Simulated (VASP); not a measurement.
Consider the following.

```yaml
crystal:
  lattice:
    - [0.00000, 2.81420, 2.81420]
    - [2.81420, 0.00000, 2.81420]
    - [2.81420, 2.81420, 0.00000]
  atoms:
    - { symbol: Ga, position: [0.00000, 0.00000, 0.00000] }
    - { symbol: P, position: [0.25000, 0.25000, 0.25000] }
```

Method: vdW-DF2, VASP's PBE PAW potentials (set 64) (plane waves; VASP). Numerical set-up: 520 eV cut-off, Gaussian smearing of 0.050 eV, potentials Ga_d P.

Estimate the band gap (along the path) with the smallest direct gap where there is one.

The band gap (along the path) is 0.79 eV. The smallest direct gap (along the path) is 0.79 eV.

The compound is GaP in the zinc blende structure. It was relaxed first, which changed the volume by +10 %.
